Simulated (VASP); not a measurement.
Input of a VASP 6.6.1 run:

Contents of INCAR:

```
SYSTEM = LiBi2I2O2
  PREC = Accurate
  ENCUT = 520
  EDIFF = 1E-7
  ISMEAR = -1
  SIGMA = 0.05
  LREAL = .False.
  LASPH = .True.
  NELM = 80
  ALGO = Normal
  ISIF = 2
  LWAVE = .False.
  LCHARG = .True.
  GGA = PE
  LELF = .True.
  LVHAR = .True.
  NBANDS = 38
```

Contents of KPOINTS:

```
Automatic mesh
0
Gamma
  6 6 3
  0 0 0
```

The input POSCAR:

```
LiBi2I2O2
1.0
    4.2328230000      0.0000000000      0.0000000000
    0.0000000000      4.2328230000      0.0000000000
    0.0000000000      0.0000000000      9.9999390000
Bi I O Li
2 2 2 1
Direct
    0.0000000000      0.5000000000      0.1081770000
    0.5000000000      0.0000000000      0.8918230000
    0.5000000000      0.0000000000      0.3224990000
    0.0000000000      0.5000000000      0.6775010000
    0.0000000000      0.0000000000      0.0000000000
    0.5000000000      0.5000000000      0.0000000000
    0.0000000000      0.0000000000      0.5000000000
```

Potentials or basis: VASP PAW PBE potentials, release 64 (Bi_d, I, O, Li_sv).

Run with:

```bash
$ cat potpaw_PBE.64/Bi_d/POTCAR potpaw_PBE.64/I/POTCAR potpaw_PBE.64/O/POTCAR potpaw_PBE.64/Li_sv/POTCAR > POTCAR
$ mpirun -np 1 vasp_std > vasp.out
```

(1) Estimate the band gap on the k mesh.

(2) Estimate the largest force.

## Answers

(1) none (metal or under the smearing width).

(2) 0.085 eV/Å.

Caveat: spin-orbit coupling is left out, which moves the levels of the heavy elements; an odd number of electrons without spin polarisation forces a metal; a magnetic or distorted state may lie lower.
